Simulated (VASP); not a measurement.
Crystal: Hf.

```
CELL_PARAMETERS angstrom
3.19238 0.00000 0.00000
-1.59619 2.76469 0.00000
0.00000 0.00000 5.04504
ATOMIC_POSITIONS crystal
Hf 0.33333 0.66667 0.25000
Hf 0.66667 0.33333 0.75000
```

```yaml
Program: VASP 6.6.1
Task: relaxation of cell and atoms
Functional: PBEsol
Potentials_or_basis: VASP PAW PBE potentials, release 64 (Hf_pv)
Cutoff: 300 eV
k_mesh: 15 × 15 × 8
Occupations: gaussian, width 0.1 eV
Spin: no spin polarisation
```

At the start: pressure -3.9 GPa; volume 22.26 Å³/atom.

Task: How do energy, volume and symmetry change on relaxing?

Result: Over 6 steps the energy falls by 9.7 meV/atom and the volume is 21.49 Å³/atom (-3.5 %); space group P6_3/mmc (No. 194, to 0.05 Å).

The path:
```csv
step,energy change (eV),largest force (eV/Å),pressure (GPa),volume (Å³)
1,0.0000,0.0000,-3.93,44.53
2,0.0123,0.0000,5.63,41.10
3,-0.0195,0.0000,-0.04,42.99
4,-0.0195,0.0000,0.04,42.96
5,-0.0195,0.0000,-0.04,42.99
6,-0.0195,0.0000,0.00,42.98
```

Final structure:
```
Hf
1.0
     3.15534    0.00000    0.00000
    -1.57767    2.73261    0.00000
     0.00000    0.00000    4.98433
Hf
2
Direct
  0.33333 0.66667 0.25000
  0.66667 0.33333 0.75000
```

Caveat: the PAW data sets were made with another functional, which shifts forces and pressure a little.
